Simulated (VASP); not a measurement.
Calculation: PBE GGA, VASP's PBE PAW potentials (set 64) (plane waves; VASP 6.6.1).

VASP ran on this input.

INCAR:
```
SYSTEM = Ta
PREC = Accurate; ENCUT = 400; LREAL = F
LASPH = T
EDIFF = 1E-6; NELM = 100; ALGO = Normal
LMAXMIX = 6
ISMEAR = 1; SIGMA = 0.1
GGA = PE
IBRION = 2; NSW = 60; ISIF = 3
EDIFFG = -0.01
LWAVE = F; LCHARG = F
```

**POSCAR**
```
Ta
1
   -1.6500000000     1.6500000000     1.6500000000
    1.6500000000    -1.6500000000     1.6500000000
    1.6500000000     1.6500000000    -1.6500000000
Ta
1
Direct
  0.0000000000   0.0000000000   0.0000000000
```

**KPOINTS**
```
K-points
0
Gamma
  14 14 14
0 0 0
```

POTCAR, in this order: Ta_pv (PBE.64 set). Program: vasp_std.

Problem. What will the output report for the number of irreducible k-points (NKPTS), number of bands (NBANDS), largest plane-wave count, number of space-group operations, FFT grid (NGX, NGY, NGZ)?

Solution. 
```json
{
  "number of irreducible k-points (NKPTS)": "104",
  "number of bands (NBANDS)": "9",
  "largest_plane_wave_count": "339",
  "number_of_space_group_operations": "48",
  "FFT grid (NGX, NGY, NGZ)": "20 × 20 × 20"
}
```

The compound is Ta in the bcc structure. This run relaxes it. Symmetry was kept, so distortions that lower it aren't found.
